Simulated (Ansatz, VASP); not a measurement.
## BeTl: VASP beside Ansatz

Aim: how closely do two programs agree when they are given the same cell, functional and k mesh? The cell is invented: As first built, before any earlier steps moved the atoms (in the runner's words): it takes the TlHg structure with some of its atoms replaced by other elements, volume scaled by an estimate. It may not be a known or stable phase. The cell is taken from a series of VASP runs on this material, whose earlier steps may have relaxed, scaled or displaced it; both programs get it as it stands.

Program: Ansatz 0.2.0. Level of theory: plane waves, with VASP 6.6.1 beside it; zone-centre phonons at RPBE. Results are calculated unless marked as measured.

## 1. Set-up

Symmetry: R-3m, No. 166, trigonal system. Conventional cell: a = 3.431 Å, b = 3.431 Å, c = 11.484 Å, α = 90.00°, β = 90.00°, γ = 120.00°. Nearest to Tl lie 6 Be at 2.75 Å. Be has 6 Tl at 2.75 Å nearest. As first built, before any earlier steps moved the atoms (in the runner's words): sites of the TlHg structure (space group 166) filled with other elements, volume scaled by an estimate. Farther neighbours are not listed.

As a file:

```xyz
2
Lattice="1.7156 0.9905 3.8279 -1.7156 0.9905 3.8279 0.0000 -1.9810 3.8279" Properties=species:S:1:pos:R:3 pbc="T T T"
Tl    0.0000    0.0000    0.0000
Be    0.0000    0.0000    5.7419
```

## 2. VASP: zone-centre phonons, RPBE

Second derivatives magnify differences that forces hide, and they need a tight electronic threshold.

Lines of VASP's logs that name or quote its potential files are left out, and so is its time.

File INCAR:

```
SYSTEM = BeTl
PREC = Accurate
ENCUT = 400
EDIFF = 1E-08
NELM = 100
ISMEAR = -1
SIGMA = 0.05
LREAL = .FALSE.
ALGO = Normal
GGA = RP
LORBIT = 11
LWAVE = .FALSE.
LCHARG = .FALSE.
IBRION = 8
ISIF = 2
```

File POSCAR:

```
BeTl
1.0
    1.7155791945      0.9904901065      3.8279336988
   -1.7155791945      0.9904901065      3.8279336988
    0.0000000000     -1.9809802129      3.8279336988
Tl Be
1 1
Direct
    0.0000000000      0.0000000000      0.0000000000
    0.5000000000      0.5000000000      0.5000000000
```

File KPOINTS:

```
Automatic mesh
0
Gamma
9 9 9
0 0 0
```

The projector-augmented-wave data sets are Tl_d and Be (PBE family, release 64).

Run with:

```sh
> mpirun -np 1 vasp_std
```

Numbers of over 12 decimals in the logs are rounded to 6 here.

Log:

```text
[banner, memory and clock lines left out]
running    1 mpi-ranks, on    1 nodes
 distrk:  each k-point on    1 cores,    1 groups
 distr:  one band on    1 cores,    1 groups

 POSCAR found type information on POSCAR TlBe
 POSCAR found :  2 types and       2 ions
|                                                                             |
|               ----> ADVICE to this user running VASP <----                  |
|                                                                             |
|     You enforced a specific xc type in the INCAR file but a different       |
|     [... a line on the potential file left out ...]
|     I HOPE YOU KNOW WHAT YOU ARE DOING!                                     |
|                                                                             |

 LDA part: xc-table for (Slater+PW92), standard interpolation
 POSCAR, INCAR and KPOINTS ok, starting setup
 FFT: planning ... GRIDC
 FFT: planning ... GRID_SOFT
 FFT: planning ... GRID
 WAVECAR not read
 entering main loop
       N       E                     dE             d eps       ncg     rms          rms(c)
DAV:   1     0.408633753093E+02    0.40863E+02   -0.65567E+03  2070   0.941E+02
DAV:   2    -0.328116466321E+01   -0.44145E+02   -0.42925E+02  2056   0.197E+02
DAV:   3    -0.387341536406E+01   -0.59225E+00   -0.57693E+00  2232   0.218E+01
DAV:   4    -0.387656330262E+01   -0.31479E-02   -0.31467E-02  2131   0.184E+00
DAV:   5    -0.387660508560E+01   -0.41783E-04   -0.41781E-04  2255   0.214E-01    0.375E+00
DAV:   6    -0.378638129147E+01    0.90224E-01   -0.20062E-01  2056   0.460E+00    0.270E+00
DAV:   7    -0.377840708701E+01    0.79742E-02   -0.45836E-02  2140   0.206E+00    0.119E+00
DAV:   8    -0.377798989756E+01    0.41719E-03   -0.33500E-03  2023   0.564E-01    0.680E-02
DAV:   9    -0.377799057884E+01   -0.68128E-06   -0.10592E-04  2268   0.115E-01    0.378E-02
DAV:  10    -0.377799570097E+01   -0.51221E-05   -0.19359E-05  2114   0.415E-02    0.699E-03
DAV:  11    -0.377799557433E+01    0.12664E-06   -0.88288E-07  2158   0.890E-03    0.150E-03
DAV:  12    -0.377799550827E+01    0.66056E-07   -0.18285E-07  2186   0.431E-03    0.268E-04
DAV:  13    -0.377799554278E+01   -0.34504E-07   -0.59834E-09  1246   0.710E-04    0.822E-05
DAV:  14    -0.377799554000E+01    0.27824E-08   -0.31600E-10  1130   0.201E-04
   1 F= -.37779955E+01 E0= -.37737247E+01  d E =-.854161E-02
 Linear response reoptimize wavefunctions to high precision
DAV:   1    -0.377799554080E+01   -0.80081E-09   -0.43324E-11  1283   0.728E-05
DAV:   2    -0.377799554083E+01   -0.35925E-10   -0.78512E-12  1094   0.298E-05
 Linear response DOF=           4
 Linear response progress:
  Degree of freedom:   1/  4
       N       E                     dE             d eps       ncg     rms          rms(c)
RMM:   1    -0.326178555006E+00   -0.32618E+00   -0.21791E-01  7074   0.519E+00
RMM:   2    -0.327477145849E+00   -0.12986E-02   -0.23128E-03  6833   0.516E-01    0.348E-02
RMM:   3    -0.327218770170E+00    0.25838E-03   -0.47942E-05  7923   0.684E-02    0.202E-02
RMM:   4    -0.326920260534E+00    0.29851E-03   -0.36465E-05  7618   0.487E-02    0.553E-03
RMM:   5    -0.326927002978E+00   -0.67424E-05   -0.69336E-07  8032   0.724E-03    0.387E-03
RMM:   6    -0.326913034575E+00    0.13968E-04   -0.70234E-07  7535   0.645E-03    0.500E-04
RMM:   7    -0.326901536976E+00    0.11498E-04   -0.46072E-08  7968   0.157E-03    0.210E-04
RMM:   8    -0.326899157187E+00    0.23798E-05   -0.11093E-07  7926   0.449E-04    0.297E-05
RMM:   9    -0.326899157012E+00    0.17520E-09   -0.59686E-08  8331   0.793E-05    0.147E-05
 first order change of Fermi-energy  -0.51228E-05
 force on displaced ion       1 direction 1 :  -1.092  -0.000   0.000
 Linear response progress:
  Degree of freedom:   2/  4
       N       E                     dE             d eps       ncg     rms          rms(c)
RMM:   1    -0.341880330409E+00   -0.34188E+00   -0.20251E-01  2941   0.518E+00
RMM:   2    -0.342280116563E+00   -0.39979E-03   -0.29312E-03  2809   0.560E-01    0.552E-02
RMM:   3    -0.341908074252E+00    0.37204E-03   -0.70422E-05  3216   0.757E-02    0.309E-02
RMM:   4    -0.341473156479E+00    0.43492E-03   -0.40378E-05  3096   0.504E-02    0.484E-03
RMM:   5    -0.341468923258E+00    0.42332E-05   -0.10029E-06  3294   0.724E-03    0.332E-03
RMM:   6    -0.341448100345E+00    0.20823E-04   -0.88947E-07  3008   0.702E-03    0.721E-04
RMM:   7    -0.341434664898E+00    0.13435E-04   -0.69324E-08  3173   0.193E-03    0.323E-04
RMM:   8    -0.341433343068E+00    0.13218E-05   -0.31496E-09  3240   0.356E-04    0.734E-05
RMM:   9    -0.341433294585E+00    0.48483E-07    0.50519E-09  3358   0.740E-05    0.278E-05
RMM:  10    -0.341433241067E+00    0.53518E-07    0.26611E-09  3273   0.415E-05    0.296E-06
RMM:  11    -0.341433244194E+00   -0.31272E-08    0.44727E-11  3028   0.182E-05    0.729E-07
 first order change of Fermi-energy  -0.13062E-04
 force on displaced ion       1 direction 3 :   0.000  -0.000  -4.154
 Linear response progress:
  Degree of freedom:   3/  4
       N       E                     dE             d eps       ncg     rms          rms(c)
RMM:   1    -0.565069176092E-02   -0.56507E-02    0.59843E-04  7421   0.401E-01
RMM:   2    -0.562830130074E-02    0.22390E-04   -0.10529E-04  7086   0.601E-02    0.345E-02
RMM:   3    -0.565008942768E-02   -0.21788E-04   -0.15961E-05  7266   0.285E-02    0.185E-02
RMM:   4    -0.569824091355E-02   -0.48151E-04   -0.15117E-05  7191   0.283E-02    0.341E-03
RMM:   5    -0.569742722852E-02    0.81369E-06   -0.69262E-07  7332   0.723E-03    0.525E-04
RMM:   6    -0.569578548265E-02    0.16417E-05   -0.12907E-08  7476   0.895E-04    0.209E-04
RMM:   7    -0.569466434600E-02    0.11211E-05   -0.13220E-08  7439   0.383E-04    0.204E-05
RMM:   8    -0.569472692348E-02   -0.62577E-07   -0.21137E-08  7767   0.387E-05    0.939E-06
RMM:   9    -0.569473697901E-02   -0.10056E-07   -0.28897E-09  7581   0.187E-05    0.113E-06
RMM:  10    -0.569473735015E-02   -0.37114E-09   -0.13397E-09  6565   0.415E-06    0.693E-07
 first order change of Fermi-energy   0.17662E-05
 force on displaced ion       2 direction 1 :  -1.077  -0.000  -0.000
 Linear response progress:
  Degree of freedom:   4/  4
       N       E                     dE             d eps       ncg     rms          rms(c)
RMM:   1    -0.779644454046E-02   -0.77964E-02    0.14431E-02  3327   0.555E-01
RMM:   2    -0.766354138687E-02    0.13290E-03   -0.23478E-04  2885   0.899E-02    0.505E-02
RMM:   3    -0.768744975428E-02   -0.23908E-04   -0.52008E-05  2996   0.465E-02    0.242E-02
RMM:   4    -0.773699218753E-02   -0.49542E-04   -0.23647E-05  2981   0.316E-02    0.499E-03
RMM:   5    -0.774484364287E-02   -0.78515E-05   -0.12350E-06  3037   0.943E-03    0.667E-04
RMM:   6    -0.774423784200E-02    0.60580E-06   -0.34777E-08  3058   0.140E-03    0.337E-04
RMM:   7    -0.774343124922E-02    0.80659E-06   -0.45852E-09  3056   0.617E-04    0.565E-05
RMM:   8    -0.774360892469E-02   -0.17768E-06   -0.15344E-10  3100   0.715E-05    0.305E-05
RMM:   9    -0.774358258944E-02    0.26335E-07   -0.36769E-10  3147   0.327E-05    0.205E-06
RMM:  10    -0.774358186384E-02    0.72560E-09    0.22602E-10  2755   0.452E-06    0.824E-07
 first order change of Fermi-energy   0.99335E-04
 force on displaced ion       2 direction 3 :   0.000  -0.000  -4.164
 Linear response finished
```

From OUTCAR (step 2):

```text
ion  position               nearest neighbor table
   1  0.000  0.000  0.000-   2 2.75   2 2.75   2 2.75   2 2.75   2 2.75   2 2.75
   2  0.500  0.500  0.500-   1 2.75   1 2.75   1 2.75   1 2.75   1 2.75   1 2.75

  LATTYP: Found a trigonal (rhomboedric) cell.
 ALAT       =     4.3101460562
 COS(alpha) =     0.6831398943

 Subroutine GETGRP returns: Found 12 space group operations
 (whereof 12 operations were pure point group operations)

The static configuration has the point symmetry D_3d.

 Found     85 irreducible k-points:

   k-points           NKPTS =     85   k-points in BZ     NKDIM =     85   number of bands    NBANDS=     11

   dimension x,y,z NGX =    28 NGY =   28 NGZ =   28
   dimension x,y,z NGXF=    56 NGYF=   56 NGZF=   56

   ENCUT  =  400.0 eV  29.40 Ry    5.42 a.u.   7.03  7.03  7.03*2*pi/ulx,y,z

   NELECT =      15.0000    total number of electrons

 k-points in reciprocal lattice and weights: Automatic mesh
   0.00000000  0.00000000  0.00000000       0.001
   0.11111111 -0.00000000  0.00000000       0.008
   0.22222222  0.00000000  0.00000000       0.008
   0.33333333  0.00000000  0.00000000       0.008
   0.44444444  0.00000000  0.00000000       0.008
   0.11111111  0.11111111  0.00000000       0.008
   0.22222222  0.11111111  0.00000000       0.016
   0.33333333  0.11111111  0.00000000       0.016
   0.44444444  0.11111111  0.00000000       0.016
[...]
0.44444444  0.44444444  0.44444444       0.003
  -0.44444444  0.44444444  0.44444444       0.008

 average (electrostatic) potential at core
       1 -83.5154       2 -34.9537

  Total       -0.0224589     -0.0224589      0.0050903     -0.0000000      0.0000000      0.0000000
  in kB       -0.9219826     -0.9219826      0.2089656     -0.0000000      0.0000000      0.0000000
  external PRESSURE =      -0.5449999 kB  Pullay stress =       0.0000000 kB

  energy-cutoff  :      400.00
  volume of cell :       39.03
      direct lattice vectors                 reciprocal lattice vectors
     1.715579195  0.990490107  3.827933699     0.291446761  0.168266867  0.087079181
    -1.715579195  0.990490107  3.827933699    -0.291446761  0.168266867  0.087079181
     0.000000000 -1.980980213  3.827933699     0.000000000 -0.336533733  0.087079182

 POSITION                                       TOTAL-FORCE (eV/Angst)
 -----------------------------------------------------------------------------------
      0.00000      0.00000      0.00000         0.000000      0.000000      0.000000
      0.00000      0.00000      5.74190        -0.000000     -0.000000     -0.000000
 -----------------------------------------------------------------------------------
    total drift:                                0.000000      0.000000     -0.000000

 Eigenvectors and eigenvalues of the dynamical matrix
 ----------------------------------------------------

   1 f  =   10.857367 THz    68.218847 2PiTHz  362.162768 cm-1    44.902440 meV
             X         Y         Z           dx          dy          dz
      0.000000  0.000000  0.000000    -0.000000   -0.000000   -0.205281
      0.000000  0.000000  5.741901     0.000000    0.000000    0.978703

   2 f  =    5.524000 THz    34.708315 2PiTHz  184.260802 cm-1    22.845418 meV
             X         Y         Z           dx          dy          dz
      0.000000  0.000000  0.000000    -0.206889   -0.000000    0.000000
      0.000000  0.000000  5.741901     0.978365    0.000000   -0.000000

   3 f  =    5.524000 THz    34.708315 2PiTHz  184.260802 cm-1    22.845418 meV
             X         Y         Z           dx          dy          dz
      0.000000  0.000000  0.000000     0.000000   -0.206889    0.000000
      0.000000  0.000000  5.741901    -0.000000    0.978365   -0.000000

   4 f/i=    0.002604 THz     0.016362 2PiTHz    0.086863 cm-1     0.010770 meV
             X         Y         Z           dx          dy          dz
      0.000000  0.000000  0.000000     0.000000    0.000000    0.978703
      0.000000  0.000000  5.741901     0.000000    0.000000    0.205281

   5 f/i=    0.007751 THz     0.048704 2PiTHz    0.258561 cm-1     0.032057 meV
             X         Y         Z           dx          dy          dz
      0.000000  0.000000  0.000000    -0.001111    0.978364   -0.000000
      0.000000  0.000000  5.741901    -0.000235    0.206888   -0.000000

   6 f/i=    0.007751 THz     0.048704 2PiTHz    0.258561 cm-1     0.032057 meV
             X         Y         Z           dx          dy          dz
      0.000000  0.000000  0.000000    -0.978364   -0.001111    0.000000
      0.000000  0.000000  5.741901    -0.206888   -0.000235    0.000000

 ELASTIC MODULI CONTR FROM IONIC RELAXATION (kBar)
 Direction    XX          YY          ZZ          XY          YZ          ZX
 --------------------------------------------------------------------------------
 XX           0.0000      0.0000      0.0000      0.0000      0.0000      0.0000
 YY           0.0000      0.0000      0.0000      0.0000      0.0000      0.0000
 ZZ           0.0000      0.0000      0.0000      0.0000      0.0000      0.0000
 XY           0.0000      0.0000      0.0000      0.0000      0.0000      0.0000
 YZ           0.0000      0.0000      0.0000      0.0000      0.0000      0.0000
 ZX           0.0000      0.0000      0.0000      0.0000      0.0000      0.0000
 --------------------------------------------------------------------------------
```

Energies printed during the response cycles are not total energies of the cell.

(Part 1 of 2 ends here.)

[Lines on the potential files, build, host, timing and source positions are cut from VASP's logs without a mark.]

[Logs are printed without paths, hosts, clocks, repeated set-up lines and the standing remarks that a program may print on its own settings, such as how far it seeks lower states.]

[Hosts, paths, dates, database ids (printed as entryN), source tags and the programs' standing remarks are cut or masked in the printed files.]
